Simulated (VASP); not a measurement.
Energy against volume of BaTiO$_{3}$ (cubic perovskite). Calculation: RPBE GGA, VASP's PBE PAW potentials (set 64) (plane waves; VASP 6.6.1). Run with 520 eV cut-off, 6×6×6 Γ-centred mesh, Gaussian smearing of 0.050 eV, potentials Ba_sv Ti_sv O.

| V (Å³/atom) | E (eV/atom) |
|---|---|
| 13.075 | -7.57947 |
| 13.479 | -7.58572 |
| 13.884 | -7.58075 |
| 14.288 | -7.56633 |

Fit these four points and predict the energy of the run at 12.670 Å³/atom.

A cubic in V^(−2/3), the third-order Birch-Murnaghan form, passes through the four points with V0 = 13.49 Å³/atom and B0 = 147 GPa, and gives -7.5599 eV/atom there. The run gave -7.5601 eV/atom, -0.1 meV/atom from the fit; all five points give B0 = 147 GPa.

The compound is BaTiO3 in the cubic perovskite structure, the ideal cubic form; the compound distorts at low or room temperature. It was relaxed first, which changed the volume by +5 %.
